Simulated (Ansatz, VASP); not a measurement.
# SrCl2: VASP beside Ansatz, part 2 of 3

Aim: how closely do two programs agree when they are given the same cell, functional and k mesh? The cell is taken from a series of runs on this material, whose earlier steps may have relaxed, scaled, displaced or heated it; both programs get it as it stands.

VASP 6.6.1 and Ansatz 0.2.0.

So far: The starting structure; Ansatz: zone-centre phonons, PBE.

### 3. VASP: zone-centre phonons, PBE

Level of this step: PBE; plane waves and PAW (Sr_sv, Cl) (VASP).

The same cell, functional and mesh now go to VASP, with its own data sets.

Lines of VASP's logs that name or quote its potential files are left out, and so is its time.

The input, INCAR:

```
SYSTEM = SrCl2
PREC = Accurate
ENCUT = 500
EDIFF = 1E-08
NELM = 120
ISMEAR = 0
SIGMA = 0.01
LREAL = .FALSE.
ALGO = Normal
GGA = PE
NBANDS = 18
LORBIT = 11
LWAVE = .FALSE.
LCHARG = .FALSE.
ISIF = 2
IBRION = 8
LEPSILON = .TRUE.
LASPH = .TRUE.
GGA_COMPAT = .FALSE.
EFERMI = MIDGAP
KPAR = 2
```

The input, POSCAR:

```
SrCl2
1.0
   -3.5196227986      0.0000000000      3.5196227986
    0.0000000000      3.5196227986      3.5196227986
   -3.5196227986      3.5196227986      0.0000000000
Sr Cl
1 2
Direct
    0.0000000000      0.0000000000      0.0000000000
    0.7500000000      0.7500000000      0.7500000000
    0.2500000000      0.2500000000      0.2500000000
```

The input, KPOINTS:

```
Automatic mesh
0
Gamma
6 6 6
0 0 0
```

Potentials, in the order of the species: Sr_sv and Cl (PBE family, release 64).

Started as:

```sh
> mpirun -np 2 vasp_std
```

Log:

```text
[banner, memory and clock lines left out]
running    2 mpi-ranks, on    1 nodes
 distrk:  each k-point on    1 cores,    2 groups
 distr:  one band on    1 cores,    1 groups

 POSCAR found type information on POSCAR SrCl
 POSCAR found :  2 types and       3 ions
 LDA part: xc-table for (Slater+PW92), standard interpolation
 POSCAR, INCAR and KPOINTS ok, starting setup
 FFT: planning ... GRIDC
 FFT: planning ... GRID_SOFT
 FFT: planning ... GRID
 WAVECAR not read
 entering main loop
       N       E                     dE             d eps       ncg     rms          rms(c)
DAV:   1     0.139551374605E+03    0.13955E+03   -0.11303E+04   576   0.116E+03
DAV:   2    -0.435192753298E+01   -0.14390E+03   -0.14044E+03   776   0.224E+02
DAV:   3    -0.128730175900E+02   -0.85211E+01   -0.85034E+01   800   0.563E+01
DAV:   4    -0.130759101722E+02   -0.20289E+00   -0.20273E+00   958   0.749E+00
DAV:   5    -0.130780412026E+02   -0.21310E-02   -0.21308E-02   820   0.661E-01    0.122E+01
DAV:   6    -0.127724077590E+02    0.30563E+00   -0.68331E-01   686   0.460E+00    0.792E+00
DAV:   7    -0.127812903289E+02   -0.88826E-02   -0.38257E-01   828   0.375E+00    0.214E+00
DAV:   8    -0.127883186137E+02   -0.70283E-02   -0.56028E-02   694   0.133E+00    0.356E-01
DAV:   9    -0.127896329589E+02   -0.13143E-02   -0.23405E-03   824   0.283E-01    0.129E-01
DAV:  10    -0.127909267488E+02   -0.12938E-02   -0.10288E-03   644   0.190E-01    0.352E-02
DAV:  11    -0.127910181424E+02   -0.91394E-04   -0.75501E-05   776   0.486E-02    0.410E-02
DAV:  12    -0.127910328966E+02   -0.14754E-04   -0.17191E-05   668   0.215E-02    0.372E-03
DAV:  13    -0.127910350951E+02   -0.21985E-05   -0.30500E-06   766   0.951E-03    0.472E-03
DAV:  14    -0.127910349574E+02    0.13770E-06   -0.56712E-07   642   0.456E-03    0.191E-03
DAV:  15    -0.127910350039E+02   -0.46544E-07   -0.14873E-08   792   0.863E-04    0.797E-04
DAV:  16    -0.127910350342E+02   -0.30300E-07   -0.31496E-09   526   0.428E-04    0.954E-05
DAV:  17    -0.127910350462E+02   -0.12009E-07   -0.44225E-10   418   0.165E-04    0.151E-04
DAV:  18    -0.127910350462E+02    0.62755E-10   -0.19121E-10   372   0.818E-05
   1 F= -.12791035E+02 E0= -.12791035E+02  d E =0.000000E+00
 Linear response reoptimize wavefunctions to high precision
DAV:   1    -0.127910350455E+02    0.66279E-09   -0.28701E-11   432   0.345E-05
DAV:   2    -0.127910350455E+02    0.18645E-10   -0.11079E-11   390   0.155E-05
 Linear response G [H, r] |phi>, progress :
  Direction:   1
       N       E                     dE             d eps       ncg     rms
RMM:   1    -0.866921279392E+02   -0.86692E+02    0.45199E+02  1204   0.107E+02
RMM:   2    -0.826211045211E+02    0.40710E+01   -0.11966E+01  1116   0.202E+01
RMM:   3    -0.830140900186E+02   -0.39299E+00   -0.26467E+00  1272   0.617E+00
RMM:   4    -0.830909349022E+02   -0.76845E-01   -0.56201E-01  1310   0.253E+00
RMM:   5    -0.831071831465E+02   -0.16248E-01   -0.11731E-01  1337   0.109E+00
RMM:   6    -0.831103931452E+02   -0.32100E-02   -0.29255E-02  1334   0.436E-01
RMM:   7    -0.831099324734E+02    0.46067E-03    0.43242E-03  1403   0.210E-01
RMM:   8    -0.831113841190E+02   -0.14516E-02   -0.17298E-02  1385   0.102E-01
RMM:   9    -0.831111738711E+02    0.21025E-03   -0.17725E-03  1382   0.479E-02
RMM:  10    -0.831112320000E+02   -0.58129E-04    0.11961E-02  1355   0.237E-02
RMM:  11    -0.831112244940E+02    0.75060E-05   -0.11523E-03  1334   0.128E-02
RMM:  12    -0.831112403665E+02   -0.15873E-04    0.23755E-03  1314   0.733E-03
RMM:  13    -0.831112334527E+02    0.69137E-05   -0.70554E-04  1310   0.486E-03
RMM:  14    -0.831112395005E+02   -0.60478E-05    0.71876E-04  1283   0.350E-03
RMM:  15    -0.831112381213E+02    0.13792E-05    0.21961E-04  1250   0.277E-03
RMM:  16    -0.831112390241E+02   -0.90283E-06    0.46999E-04  1208   0.241E-03
RMM:  17    -0.831112394999E+02   -0.47582E-06    0.37611E-04  1135   0.221E-03
RMM:  18    -0.831112399527E+02   -0.45274E-06    0.42005E-04  1109   0.210E-03
RMM:  19    -0.831112399151E+02    0.37587E-07    0.39520E-04  1087   0.204E-03
RMM:  20    -0.831112402336E+02   -0.31856E-06    0.41864E-04  1051   0.200E-03
RMM:  21    -0.831112401334E+02    0.10026E-06    0.41122E-04  1047   0.198E-03
 Linear response G [H, r] |phi>, progress :
  Direction:   2
       N       E                     dE             d eps       ncg     rms
RMM:   1    -0.882421956674E+02   -0.88242E+02    0.44451E+02  1195   0.108E+02
RMM:   2    -0.849047916337E+02    0.33374E+01   -0.11688E+01  1112   0.209E+01
RMM:   3    -0.853512661238E+02   -0.44647E+00   -0.24945E+00  1261   0.638E+00
RMM:   4    -0.854396500513E+02   -0.88384E-01   -0.49554E-01  1311   0.259E+00
RMM:   5    -0.854588808251E+02   -0.19231E-01   -0.96579E-02  1338   0.109E+00
RMM:   6    -0.854617082092E+02   -0.28274E-02   -0.17637E-02  1340   0.427E-01
RMM:   7    -0.854622375013E+02   -0.52929E-03    0.18662E-02  1395   0.200E-01
[...]
RMM:   7    -0.540953643217E+00   -0.13979E-05   -0.66612E-05  1184   0.648E-03
RMM:   8    -0.540953935248E+00   -0.29203E-06   -0.16842E-05  1152   0.300E-03
RMM:   9    -0.540953997748E+00   -0.62500E-07   -0.11170E-05  1133   0.144E-03
RMM:  10    -0.540954011658E+00   -0.13909E-07   -0.85844E-07  1148   0.768E-04
[...]
RMM:   9    -0.510362935049E+00   -0.11971E-03   -0.27323E-05  2427   0.104E-02    0.217E-03
RMM:  10    -0.510354647683E+00    0.82874E-05   -0.88778E-06  2445   0.534E-03    0.116E-03
RMM:  11    -0.510343841658E+00    0.10806E-04   -0.36212E-06  2477   0.297E-03    0.317E-04
RMM:  12    -0.510343048791E+00    0.79287E-06   -0.95468E-07  2550   0.131E-03    0.310E-04
RMM:  13    -0.510342807785E+00    0.24101E-06   -0.29461E-07  2493   0.636E-04    0.215E-04
RMM:  14    -0.510342994956E+00   -0.18717E-06    0.19225E-07  2350   0.409E-04    0.562E-05
RMM:  15    -0.510343041342E+00   -0.46386E-07    0.67825E-09  2046   0.239E-04    0.214E-05
RMM:  16    -0.510343011758E+00    0.29584E-07    0.94991E-08  1763   0.186E-04    0.749E-06
 change of polarisation eV/A/(eV/A) component  2 :    -0.006     0.909     0.004
 dielectric tensor                  component  2 :    -0.013     2.886     0.008
 Linear response to external field, progress :
  Direction:   3
       N       E                     dE             d eps       ncg     rms          rms(c)
RMM:   1    -0.500877436528E+00   -0.50088E+00   -0.13998E+00  2273   0.371E+00
RMM:   2    -0.522135816374E+00   -0.21258E-01   -0.48638E-02  2216   0.928E-01    0.174E+00
RMM:   3    -0.468942745190E+00    0.53193E-01   -0.12431E-01  2000   0.153E+00    0.893E-01
RMM:   4    -0.485797572534E+00   -0.16855E-01   -0.64027E-02  2101   0.114E+00    0.352E-01
RMM:   5    -0.508549862696E+00   -0.22752E-01   -0.40482E-03  2148   0.403E-01    0.500E-02
RMM:   6    -0.508764622544E+00   -0.21476E-03   -0.10550E-03  2357   0.131E-01    0.323E-02
RMM:   7    -0.509948022717E+00   -0.11834E-02   -0.18306E-04  2327   0.608E-02    0.141E-02
RMM:   8    -0.510255959875E+00   -0.30794E-03   -0.15231E-04  2413   0.252E-02    0.471E-03
RMM:   9    -0.510363699110E+00   -0.10774E-03   -0.38647E-05  2433   0.106E-02    0.210E-03
RMM:  10    -0.510360808435E+00    0.28907E-05   -0.11970E-05  2446   0.551E-03    0.129E-03
RMM:  11    -0.510343128320E+00    0.17680E-04   -0.11516E-06  2456   0.316E-03    0.273E-04
RMM:  12    -0.510342093654E+00    0.10347E-05   -0.20639E-06  2550   0.138E-03    0.274E-04
RMM:  13    -0.510341962059E+00    0.13160E-06   -0.63865E-07  2444   0.642E-04    0.227E-04
RMM:  14    -0.510342246721E+00   -0.28466E-06   -0.49285E-07  2378   0.422E-04    0.106E-04
RMM:  15    -0.510342273616E+00   -0.26895E-07   -0.15111E-07  2092   0.245E-04    0.437E-05
RMM:  16    -0.510342199486E+00    0.74130E-07   -0.17274E-08  1831   0.187E-04    0.490E-06
 change of polarisation eV/A/(eV/A) component  3 :     0.002     0.002     0.909
 dielectric tensor                  component  3 :     0.003     0.003     2.886
 Linear response DOF=           2
 Linear response progress:
  Degree of freedom:   1/  2
       N       E                     dE             d eps       ncg     rms          rms(c)
RMM:   1    -0.298057491552E+00   -0.29806E+00    0.37917E-01  1764   0.334E+00
RMM:   2    -0.300699324191E+00   -0.26418E-02   -0.29333E-02  1866   0.775E-01    0.226E-01
RMM:   3    -0.301732698557E+00   -0.10334E-02   -0.36648E-03  2236   0.280E-01    0.163E-01
RMM:   4    -0.302018968013E+00   -0.28627E-03   -0.60860E-04  2239   0.132E-01    0.497E-02
RMM:   5    -0.302328534334E+00   -0.30957E-03   -0.88352E-05  2283   0.471E-02    0.180E-02
RMM:   6    -0.302429673448E+00   -0.10114E-03   -0.16199E-05  2370   0.209E-02    0.746E-03
RMM:   7    -0.302416024006E+00    0.13649E-04   -0.33791E-06  2435   0.812E-03    0.260E-03
RMM:   8    -0.302408271728E+00    0.77523E-05   -0.94572E-07  2395   0.400E-03    0.117E-03
RMM:   9    -0.302402992608E+00    0.52791E-05    0.39390E-08  2461   0.191E-03    0.636E-04
RMM:  10    -0.302402293477E+00    0.69913E-06    0.11955E-06  2491   0.939E-04    0.178E-04
RMM:  11    -0.302401660470E+00    0.63301E-06   -0.13770E-08  2622   0.414E-04    0.117E-04
RMM:  12    -0.302400474467E+00    0.11860E-05   -0.44755E-08  2563   0.242E-04    0.523E-05
RMM:  13    -0.302401259089E+00   -0.78462E-06    0.85809E-08  2539   0.145E-04    0.273E-05
RMM:  14    -0.302401214845E+00    0.44244E-07   -0.42145E-08  2716   0.904E-05    0.250E-05
RMM:  15    -0.302401098387E+00    0.11646E-06   -0.13325E-08  2666   0.663E-05    0.107E-05
RMM:  16    -0.302400982470E+00    0.11592E-06    0.23229E-08  2647   0.562E-05    0.184E-06
RMM:  17    -0.302400986175E+00   -0.37047E-08    0.33444E-08  2496   0.497E-05    0.882E-07
 first order change of Fermi-energy   0.23148E-04
 force on displaced ion       1 direction 1 :  -2.354   0.000   0.000
 Born effective charge ion    1 direction 1 :   2.499   0.000   0.000
 Linear response progress:
  Degree of freedom:   2/  2
       N       E                     dE             d eps       ncg     rms          rms(c)
RMM:   1    -0.203579261970E+00   -0.20358E+00   -0.11927E-02  3674   0.235E+00
RMM:   2    -0.201108198829E+00    0.24711E-02   -0.48910E-03  2832   0.376E-01    0.152E-01
RMM:   3    -0.201714761963E+00   -0.60656E-03   -0.26352E-04  3078   0.846E-02    0.896E-02
RMM:   4    -0.202451129186E+00   -0.73637E-03   -0.18165E-04  3031   0.587E-02    0.166E-02
RMM:   5    -0.202327300933E+00    0.12383E-03   -0.25122E-05  3427   0.208E-02    0.709E-03
RMM:   6    -0.202341653584E+00   -0.14353E-04   -0.40727E-06  3745   0.820E-03    0.262E-03
RMM:   7    -0.202371341478E+00   -0.29688E-04    0.13312E-06  3661   0.399E-03    0.134E-03
RMM:   8    -0.202363705086E+00    0.76364E-05    0.58603E-06  3791   0.183E-03    0.199E-04
RMM:   9    -0.202365249351E+00   -0.15443E-05   -0.74406E-06  4093   0.739E-04    0.119E-04
RMM:  10    -0.202365271994E+00   -0.22642E-07    0.42325E-06  4084   0.340E-04    0.362E-05
RMM:  11    -0.202365264039E+00    0.79548E-08   -0.12513E-06  4160   0.165E-04    0.263E-05
RMM:  12    -0.202365165866E+00    0.98173E-07    0.79907E-07  4184   0.922E-05    0.122E-05
RMM:  13    -0.202365155527E+00    0.10339E-07   -0.47505E-07  4315   0.602E-05    0.134E-05
RMM:  14    -0.202365174797E+00   -0.19269E-07    0.97508E-08  4067   0.480E-05    0.633E-06
RMM:  15    -0.202365159939E+00    0.14858E-07    0.30372E-08  4238   0.417E-05    0.379E-06
RMM:  16    -0.202365158138E+00    0.18009E-08    0.94650E-08  4084   0.385E-05    0.275E-06
 first order change of Fermi-energy   0.31114E-04
 force on displaced ion       2 direction 1 :  -2.525   0.000   0.000
 Born effective charge ion    2 direction 1 :  -1.249   0.000   0.000
 Born effective charges drift removed
 Linear response finished
```

[end of part 2 of 3]

[Lines on the potential files, build, host, timing and source positions are cut from VASP's logs without a mark.]

[Logs are printed without paths, hosts, clocks, repeated set-up lines and the standing remarks that a program may print on its own settings, such as how far it seeks lower states.]

[Hosts, paths, dates, database ids (printed as entryN), source tags and the programs' standing remarks are cut or masked in the printed files.]
